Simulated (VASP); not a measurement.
An input for Quantum ESPRESSO's pw.x (written as the equivalent of a VASP run, and not itself run):

```
&CONTROL
  calculation = 'vc-relax'
  pseudo_dir = './pseudo'
  outdir = './out'
  tprnfor = .true.
  tstress = .true.
  nstep = 60
  forc_conv_thr = 0.00078
/
&SYSTEM
  ibrav = 0
  nat = 3
  ntyp = 2
  ecutwfc = 74
  occupations = 'smearing'
  smearing = 'gaussian'
  degauss = 0.003675
  input_dft = 'vdw-df-obk8'
/
&ELECTRONS
  conv_thr = 7.3e-08
  electron_maxstep = 100
/
&IONS
/
&CELL
/
ATOMIC_SPECIES
  K 39.098 K.upf
  S 32.060 S.upf
CELL_PARAMETERS angstrom
     0.0000000    3.6851218    3.6851218
     3.6851218    0.0000000    3.6851218
     3.6851218    3.6851218    0.0000000
ATOMIC_POSITIONS crystal
  K    0.2500000  0.2500000  0.2500000
  K    0.7500000  0.7500000  0.7500000
  S    1.0000000  0.0000000  0.0000000
K_POINTS automatic
  5 5 5 0 0 0
```

Problem. Translate this input to VASP (INCAR, KPOINTS, POSCAR, choice of POTCAR).

Solution. One answer among several that fit: 
INCAR:
```
# general
SYSTEM    =  K2S
PREC      =  Accurate
ENCUT     =  520
LREAL     =  .FALSE.
LASPH     =  .TRUE.

# electronic loop
EDIFF     =  1E-6
NELM      =  100
ALGO      =  Normal

# smearing
ISMEAR    =  0
SIGMA     =  0.05

# functional
GGA       =  BO
LUSE_VDW  =  .TRUE.
AGGAC     =  0.0
PARAM1    =  0.1833333333
PARAM2    =  0.22

# ions
IBRION    =  2
NSW       =  60
ISIF      =  3
EDIFFG    =  -0.02

# output
LWAVE     =  .FALSE.
LCHARG    =  .FALSE.
```

### POSCAR
```
K2S
1.0
  0.0000000000   3.6851217586   3.6851217586
  3.6851217586   0.0000000000   3.6851217586
  3.6851217586   3.6851217586   0.0000000000
K S
2 1
Cart
  1.8425608793   1.8425608793   1.8425608793
  5.5276826379   5.5276826379   5.5276826379
  0.0000000000   3.6851217586   3.6851217586
```

File KPOINTS:
```
Automatic mesh
0
Gamma
5 5 5
0 0 0
```

POTCAR, in this order: K_sv S (PBE.64 set). Program: vasp_std.

Limits of the translation: the potentials are each code's own (VASP's PAW set, PseudoDojo norm-conserving files in pw.x), so ENCUT and ecutwfc are chosen apart and not converted; conv_thr bounds pw.x's estimated SCF error, while EDIFF bounds the energy change between steps; forc_conv_thr acts on force components and is met together with etot_conv_thr.

The compound is K2S in the antifluorite structure. It was relaxed first. The start is the result of an earlier pass.
